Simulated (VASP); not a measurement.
```
CELL_PARAMETERS angstrom
      0.00000     2.98683     2.98683
      2.98683     0.00000     2.98683
      2.98683     2.98683     0.00000
ATOMIC_POSITIONS crystal
  Ca 0.00000 0.00000 0.00000
  Se 0.50000 0.50000 0.50000
```

Method: PBE GGA with D3 dispersion (zero damping), VASP's PBE PAW potentials (set 64) (plane waves; VASP). Settings: 520 eV cut-off, 8×8×8 Γ-centred mesh, Gaussian smearing of 0.050 eV, potentials Ca_sv Se.

What does the run give for the energy per atom (σ→0), pressure, band gap (on the k-mesh) with the smallest direct gap where there is one?

* **band gap (on the k-mesh)**: 2.09 eV
* **smallest direct gap (on the k-mesh)**: 3.00 eV
* **energy per atom (σ→0)**: -478.7 kJ/mol of atoms
* **pressure**: -1.38 GPa

The absolute energy has meaning only against runs of the same code, potentials and settings.

The compound is CaSe in the rock salt structure. This cell is one point of a volume scan, at 1.03 of the reference volume.
